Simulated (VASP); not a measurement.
The system is CsPbCl3.

```
CELL_PARAMETERS angstrom
5.61857 0.00000 0.00000
0.00000 5.61857 0.00000
0.00000 0.00000 5.61857
ATOMIC_POSITIONS crystal
Cs 0.00000 0.00000 0.00000
Pb 0.50000 0.50000 0.50000
Cl 0.50000 0.50000 0.00000
Cl 0.00000 0.50000 0.50000
Cl 0.50000 0.00000 0.50000
```

Base run:

- Program: VASP 6.6.1
- Functional: r2SCAN
- Potentials or basis: VASP PAW PBE potentials, release 64 (Cs_sv, Pb_d, Cl)
- Cutoff: 520 eV
- k mesh: 6 × 6 × 6
- Occupations: gaussian, width 0.03 eV
- Spin: no spin polarisation

Its results: band gap on the k mesh 2.34 eV, direct; pressure 0.7 GPa.

The run is repeated on the same cell with these changes: functional from r2SCAN to LDA; potentials or basis from VASP PAW PBE potentials, release 64 (Cs_sv, Pb_d, Cl) to VASP PAW LDA potentials, release 64 (Cs_sv, Pb_d, Cl). What comes out?

Band gap on the k mesh 1.74 eV, direct; pressure -1.4 GPa.

Caveats: spin-orbit coupling is left out, which as a rule narrows the gap of such compounds by several tenths of an eV; the PAW data sets were made with another functional, which shifts forces and pressure a little (some runs).
